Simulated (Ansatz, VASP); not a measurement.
# Two plane-wave programs on ZnCdO

INCAR

```
ALGO = Normal
EDIFF = 1E-6
ENCUT = 520
GGA = PE
ISIF = 2
ISMEAR = 0
ISPIN = 2
LASPH = T
LCHARG = F
LORBIT = 11
LREAL = F
LWAVE = F
MAGMOM = 0 0 0 0 1 1
NBANDS = 43
NELM = 150
PREC = Accurate
SIGMA = 0.1
```

Contents of KPOINTS:

```
k-points
0
Gamma
  6 6 4
```

Contents of POSCAR:

```
ZnCdO
1.0
    3.6675825100      0.0000000000      0.0000000000
    0.0000000000      3.6675825100      0.0000000000
    0.0000000000      0.0000000000      7.1792809800
Zn Cd O
2 2 2
Direct
    0.5000000000      0.5000000000      0.0000000000
    0.5000000000      0.5000000000      0.5000000000
    0.0000000000      0.0000000000      0.2500000000
    0.0000000000      0.0000000000      0.7500000000
    0.0000000000      0.5000000000      0.0000000000
    0.5000000000      0.0000000000      0.5000000000
```

Input for Ansatz:

```yaml
crystal:
  lattice:
    - [3.66758251, 0.0, 0.0]
    - [0.0, 3.66758251, 0.0]
    - [0.0, 0.0, 7.17928098]
  atoms:
    - { symbol: Zn, position: [0.5, 0.5, 0.0] }
    - { symbol: Zn, position: [0.5, 0.5, 0.5] }
    - { symbol: Cd, position: [0.0, 0.0, 0.25] }
    - { symbol: Cd, position: [0.0, 0.0, 0.75] }
    - { symbol: O, position: [0.0, 0.5, 0.0], spin: 1.0 }
    - { symbol: O, position: [0.5, 0.0, 0.5], spin: 1.0 }
basis:
  ecutwfc: 420
kpoints:
  mp_grid: { grid: [6, 6, 4] }
hamiltonian:
  xc: pbe
scf:
  occupations: { method: gaussian, width: 0.1 }
  lower_state_search: "off"
output:
  forces: true
  stress: true
  eigenvalues: true
  populations: true
magnetization:
  spin_polarized: true
```

Change from the starting cell: species swapped into the CaNiN type (P4_2/mmc, No. 131).

Alike in both runs: task single point; functional PBE; k mesh 6 × 6 × 4; occupations gaussian, width 0.1 eV; collinear spin.

```csv
,VASP,Ansatz
version,VASP 6.6.1,Ansatz 0.2.0
potentials or method,"VASP PAW PBE potentials, release 64 (Zn, Cd, O)","scalar-relativistic, plane waves, PAW"
plane-wave cutoff (eV),520,420
valence electrons in the cell,60,76
```

```tsv
	VASP	Ansatz	Ansatz less VASP
gap on the k mesh at the Fermi level (eV)	none	none	-
pressure (GPa)	8.7	7.9	-0.82
largest component of the traceless stress (GPa)	2.42	1.93	-0.493
net moment per atom (μB)	0.00	0.00	0.000
```

A gap of «none» marks a metal or a gap that the smearing closes. With one functional, cell and mesh, what is left measures potentials, basis and numerics. The two sets of potentials don't hold the same shells in valence. Ansatz warned: «seeded_moment_not_kept».
